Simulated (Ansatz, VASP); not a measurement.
## One calculation of MgH5W, two programs

The input INCAR:

```
PREC     = Accurate       # precision mode
ENCUT    = 520            # plane-wave cutoff, eV
EDIFF    = 1E-6           # SCF threshold, eV
ISMEAR   = 0              # smearing method
SIGMA    = 0.1            # smearing width, eV
LREAL    = False          # projectors in reciprocal space
LASPH    = True           # aspherical terms in the spheres
NELM     = 100            # most SCF steps
ALGO     = Normal         # electronic algorithm
ISIF     = 2              # what is computed and relaxed
LWAVE    = False          # write WAVECAR
LCHARG   = False          # write CHGCAR
GGA      = PE             # functional
NBANDS   = 20             # bands
```

Contents of KPOINTS:

```
regular mesh
0
Gamma
  6 6 4
```

POSCAR

```
MgH5W
1.0
    3.3209266400      0.0000000000      0.0000000000
    0.0000000000      3.3209266400      0.0000000000
    0.0000000000      0.0000000000      5.8273710600
Mg H W
1 5 1
Direct
    0.5000000000      0.5000000000      0.0000000000
    0.0000000000      0.5000000000      0.2839645700
    0.0000000000      0.5000000000      0.7160354300
    0.5000000000      0.0000000000      0.2839645700
    0.5000000000      0.0000000000      0.7160354300
    0.0000000000      0.0000000000      0.0000000000
    0.0000000000      0.0000000000      0.5000000000
```

Input for Ansatz:

```yaml
crystal:
  lattice:
    - [3.32092664, 0.0, 0.0]
    - [0.0, 3.32092664, 0.0]
    - [0.0, 0.0, 5.82737106]
  atoms:
    - { symbol: Mg, position: [0.5, 0.5, 0.0] }
    - { symbol: H, position: [0.0, 0.5, 0.28396457] }
    - { symbol: H, position: [0.0, 0.5, 0.71603543] }
    - { symbol: H, position: [0.5, 0.0, 0.28396457] }
    - { symbol: H, position: [0.5, 0.0, 0.71603543] }
    - { symbol: H, position: [0.0, 0.0, 0.0] }
    - { symbol: W, position: [0.0, 0.0, 0.5] }
basis:
  ecutwfc: 420
kpoints:
  mp_grid: { grid: [6, 6, 4] }
hamiltonian:
  xc: pbe
scf:
  occupations: { method: gaussian, width: 0.1 }
  lower_state_search: "off"
output:
  forces: true
  stress: true
  eigenvalues: true
```

Change from the starting cell: species swapped into the TlPd5Se type (P4/mmm, No. 123).

Alike in both runs: task single point; functional PBE; k mesh 6 × 6 × 4; occupations gaussian, width 0.1 eV; no spin polarisation.

```csv
,VASP,Ansatz
version,VASP 6.6.1,Ansatz 0.2.0
potentials or method,"VASP PAW PBE potentials, release 64 (Mg, H, W_sv)","scalar-relativistic, plane waves, PAW"
plane-wave cutoff (eV),520,420
valence electrons in the cell,21,29
```

VASP gave:

| Property | Result |
| --- | --- |
| gap on the k mesh at the Fermi level (eV) | none |
| pressure (GPa) | -21.9 |
| largest component of the traceless stress (GPa) | 4.55 |
| rms of the force components (eV/Å) | 0.458 |

Question: Estimate Ansatz's values.

Answer: gap on the k mesh at the Fermi level (eV): none; pressure (GPa): -21.7; largest component of the traceless stress (GPa): 4.52; rms of the force components (eV/Å): 0.461.

Atom by atom the forces differ by 0.004 eV/Å (rms over components). A gap of «none» marks a metal or a gap that the smearing closes. The two sets of potentials don't hold the same shells in valence.

Caveats: so large a pressure means that the cell lies far from this level's equilibrium, or that cutoff or potentials fall short (VASP); forces of over 1 eV/Å show positions far from the minimum, so gaps and moduli don't describe the material at rest. Spin-orbit coupling is left out, which matters for the levels of W.
